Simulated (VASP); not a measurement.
Output of a VASP run:

**OSZICAR**
```
       N       E                     dE             d eps       ncg     rms          rms(c)
DAV:   1     0.952338949167E+02    0.95234E+02   -0.79075E+03  3480   0.149E+03
DAV:   2    -0.355277276779E+02   -0.13076E+03   -0.12514E+03  3548   0.372E+02
DAV:   3    -0.449618729349E+02   -0.94341E+01   -0.90422E+01  4620   0.943E+01
DAV:   4    -0.454727196969E+02   -0.51085E+00   -0.50988E+00  4684   0.205E+01
DAV:   5    -0.454935613900E+02   -0.20842E-01   -0.20839E-01  4724   0.367E+00    0.199E+01
DAV:   6    -0.276068789734E+02    0.17887E+02   -0.53099E+01  3996   0.121E+02    0.657E+00
DAV:   7    -0.254313745067E+02    0.21755E+01   -0.16859E+01  3720   0.634E+01    0.621E+00
DAV:   8    -0.254170213094E+02    0.14353E-01   -0.69561E-01  4188   0.973E+00    0.536E+00
DAV:   9    -0.253825291338E+02    0.34492E-01   -0.12021E-01  4220   0.466E+00    0.358E+00
DAV:  10    -0.256481679521E+02   -0.26564E+00   -0.76103E-01  3820   0.139E+01    0.239E+00
DAV:  11    -0.254443456319E+02    0.20382E+00   -0.12699E+00  3784   0.128E+01    0.608E-01
DAV:  12    -0.254632641533E+02   -0.18919E-01   -0.57274E-02  4048   0.268E+00    0.788E-01
DAV:  13    -0.254666037739E+02   -0.33396E-02   -0.22208E-02  5332   0.150E+00    0.779E-01
DAV:  14    -0.254645572101E+02    0.20466E-02   -0.17969E-03  4460   0.491E-01    0.733E-01
DAV:  15    -0.254332054702E+02    0.31352E-01   -0.63354E-02  4256   0.297E+00    0.242E-01
DAV:  16    -0.254315064392E+02    0.16990E-02   -0.80869E-03  5232   0.884E-01    0.101E-01
DAV:  17    -0.254311497698E+02    0.35667E-03   -0.33744E-04  4088   0.229E-01    0.774E-02
DAV:  18    -0.254311695047E+02   -0.19735E-04   -0.15586E-04  3804   0.141E-01    0.644E-02
DAV:  19    -0.254311659366E+02    0.35681E-05   -0.17170E-05  3708   0.658E-02    0.563E-02
DAV:  20    -0.254310659562E+02    0.99980E-04   -0.26459E-05  4472   0.668E-02    0.254E-02
DAV:  21    -0.254310638685E+02    0.20877E-05   -0.15394E-05  4404   0.421E-02    0.122E-02
DAV:  22    -0.254310391003E+02    0.24768E-04   -0.12224E-06  3740   0.147E-02    0.749E-03
DAV:  23    -0.254310390180E+02    0.82300E-07   -0.26832E-06  3784   0.201E-02    0.267E-03
DAV:  24    -0.254310322421E+02    0.67759E-05   -0.64916E-07  5140   0.903E-03    0.952E-04
DAV:  25    -0.254310348031E+02   -0.25610E-05   -0.10114E-07  1860   0.298E-03    0.515E-04
DAV:  26    -0.254310341250E+02    0.67814E-06   -0.94349E-09  1796   0.132E-03    0.505E-04
DAV:  27    -0.254310342335E+02   -0.10857E-06   -0.10588E-08  1772   0.122E-03    0.133E-04
DAV:  28    -0.254310339673E+02    0.26624E-06   -0.40253E-09  1776   0.825E-04    0.212E-05
DAV:  29    -0.254310340273E+02   -0.60009E-07   -0.11666E-09  1752   0.315E-04
   1 F= -.25431034E+02 E0= -.25431034E+02  d E =0.000000E+00
       N       E                     dE             ncg
```

File OUTCAR:
```
------------------------ aborting loop because EDIFF is reached ----------------------------------------
  FORCE on cell =-STRESS in cart. coord.  units (eV):
  Direction    XX          YY          ZZ          XY          YZ          ZX
  --------------------------------------------------------------------------------------
  Total       -0.0012520     -0.0012520     -0.0012520     -0.0000000      0.0000000     -0.0000000
  in kB       -0.0991413     -0.0991413     -0.0991413     -0.0000000      0.0000000     -0.0000000
  external PRESSURE =      -0.0991413 kB  Pullay stress =       0.0000000 kB
  volume of cell :       20.23
      direct lattice vectors                 reciprocal lattice vectors
     0.000000000  2.162772670  2.162772670    -0.231184723  0.231184723  0.231184723
     2.162772670  0.000000000  2.162772670     0.231184723 -0.231184723  0.231184723
     2.162772670  2.162772670  0.000000000     0.231184723  0.231184723 -0.231184723
 POSITION                                       TOTAL-FORCE (eV/Angst)
 -----------------------------------------------------------------------------------
      0.00000      0.00000      0.00000         0.000000      0.000000      0.000000
      2.16277      2.16277      2.16277         0.000000      0.000000      0.000000
 -----------------------------------------------------------------------------------
    total drift:                                0.000000     -0.000000     -0.000000
  FREE ENERGIE OF THE ION-ELECTRON SYSTEM (eV)
  ---------------------------------------------------
  free  energy   TOTEN  =       -25.4310340273 eV

  energy  without entropy=      -25.4310340273  energy(sigma->0) =      -25.43103403

 total charge

# of ion       s       p       d       tot
------------------------------------------
    1        2.202   6.260   1.886  10.348
    2        0.906   1.517   0.000   2.423
--------------------------------------------------
tot          3.108   7.777   1.886  12.771
```
(Selected blocks of OUTCAR.)

### POSCAR
```
TiC
1
    0.0000000000     2.1627726696     2.1627726696
    2.1627726696     0.0000000000     2.1627726696
    2.1627726696     2.1627726696     0.0000000000
Ti C
1 1
Direct
  1.0000000000   1.0000000000   1.0000000000
  0.5000000000   0.5000000000   0.5000000000
```

Write an INCAR and KPOINTS that could have produced this output.

This is not unique; one that fits is the input of the run itself, MS2 meta-GGA, plane waves, VASP's PBE PAW potentials (set 64).

**INCAR**
```
SYSTEM  =  TiC
PREC  =  Accurate; ENCUT  =  520; LREAL  =  .FALSE.
LASPH  =  .TRUE.
EDIFF  =  1E-7; NELM  =  100; ALGO  =  Normal
LMAXMIX  =  4; LMIXTAU  =  .TRUE.
ISMEAR  =  -5
METAGGA  =  MS2
ISIF  =  2
LWAVE  =  .FALSE.; LCHARG  =  .FALSE.; LORBIT  =  11
NEDOS  =  601
```

KPOINTS:
```
Automatic mesh
0
Gamma
16 16 16
0 0 0
```

### KPOINTS_OPT
```
k-points along high-symmetry lines
10
Line-mode
Reciprocal
  0.000000   0.000000   0.000000 ! GAMMA
  0.500000   0.000000   0.500000 ! X

  0.500000   0.000000   0.500000 ! X
  0.625000   0.250000   0.625000 ! U

  0.375000   0.375000   0.750000 ! K
  0.000000   0.000000   0.000000 ! GAMMA

  0.000000   0.000000   0.000000 ! GAMMA
  0.500000   0.500000   0.500000 ! L

  0.500000   0.500000   0.500000 ! L
  0.500000   0.250000   0.750000 ! W

  0.500000   0.250000   0.750000 ! W
  0.500000   0.000000   0.500000 ! X
```

POTCAR, in this order: Ti_sv C (PBE.64 set). Program: vasp_std.

For a metal the tetrahedron method with Blöchl corrections gives inexact stress and forces.

The compound is TiC in the rock salt structure. It was relaxed first.
